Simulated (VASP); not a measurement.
Input for VASP

POSCAR:
```
ZrO2
1
    5.1086350000     0.0000000000     0.0000000000
    0.0000000000     5.1821030000     0.0000000000
   -0.8661750000     0.0000000000     5.2113050000
Zr O
4 8
Direct
  0.7236900000   0.9578500000   0.7904000000
  0.2763100000   0.0421500000   0.2096000000
  0.2763100000   0.4578500000   0.7096000000
  0.7236900000   0.5421500000   0.2904000000
  0.0692100000   0.1662900000   0.8438300000
  0.9307900000   0.8337100000   0.1561700000
  0.9307900000   0.6662900000   0.6561700000
  0.0692100000   0.3337100000   0.3438300000
  0.5507000000   0.2574200000   0.0214000000
  0.4493000000   0.7425800000   0.9786000000
  0.4493000000   0.7574200000   0.4786000000
  0.5507000000   0.2425800000   0.5214000000
```

INCAR:
```
EDIFF = 1E-6   # SCF stop (eV)
LMAXMIX = 4   # l cut-off of mixed one-centre charges
LWAVE = .FALSE.
SIGMA = 0.05
PREC = Accurate
LASPH = .TRUE.   # aspherical one-centre terms
ENCUT = 400   # plane-wave cut-off (eV)
LCHARG = .FALSE.
ISIF = 2
SYSTEM = ZrO2
ISMEAR = -1   # Fermi-Dirac
ALGO = Normal
NELM = 100
LREAL = .FALSE.   # projection in real space or not
GGA = PE   # PBE
```

**KPOINTS**
```
Regular mesh
0
Gamma
 1 1 1
0.5 0.5 0.5
```

POTCAR, in this order: Zr_sv O (PBE.64 set). Program: vasp_std.

Problem. Translate this PBE calculation to Ansatz.

Solution. One equivalent input (not run):
Ansatz 0.2 input:
```yaml
crystal:
  lattice:
    - [5.1086350, 0.0000000, 0.0000000]
    - [0.0000000, 5.1821030, 0.0000000]
    - [-0.8661750, 0.0000000, 5.2113050]
  atoms:
    - { symbol: Zr, position: [0.7236900, 0.9578500, 0.7904000] }
    - { symbol: Zr, position: [0.2763100, 0.0421500, 0.2096000] }
    - { symbol: Zr, position: [0.2763100, 0.4578500, 0.7096000] }
    - { symbol: Zr, position: [0.7236900, 0.5421500, 0.2904000] }
    - { symbol: O, position: [0.0692100, 0.1662900, 0.8438300] }
    - { symbol: O, position: [0.9307900, 0.8337100, 0.1561700] }
    - { symbol: O, position: [0.9307900, 0.6662900, 0.6561700] }
    - { symbol: O, position: [0.0692100, 0.3337100, 0.3438300] }
    - { symbol: O, position: [0.5507000, 0.2574200, 0.0214000] }
    - { symbol: O, position: [0.4493000, 0.7425800, 0.9786000] }
    - { symbol: O, position: [0.4493000, 0.7574200, 0.4786000] }
    - { symbol: O, position: [0.5507000, 0.2425800, 0.5214000] }
kpoints:
  mp_grid: { grid: [1, 1, 1], shift: [0.5, 0.5, 0.5] }
hamiltonian:
  xc: pbe
  pseudopotentials: { kind: paw }
scf:
  occupations: { method: fermi_dirac, width: 0.05 }
  max_iter: 100
output: { forces: true, stress: true, eigenvalues: true }
```
Limits of the translation: each code has its own PAW files, so the cut-off isn't converted (ENCUT is set for VASP's; basis.ecutwfc is left out, and Ansatz then takes the one that its files recommend); Ansatz stops its SCF on the density residual and VASP on the energy change (EDIFF).

The structure comes from a computed database's ZrO2 entry, a phase known from measurement. The cell was not relaxed at this level. The k-mesh is coarse (spacing up to 1.25 per Å, 2π included), so the numbers may not be converged in it. The run is one of a series of settings (KPOINTS 1×1×1 Γ-centred mesh shifted by (0.5, 0.5, 0.5) against the base run), some of them coarse on purpose.
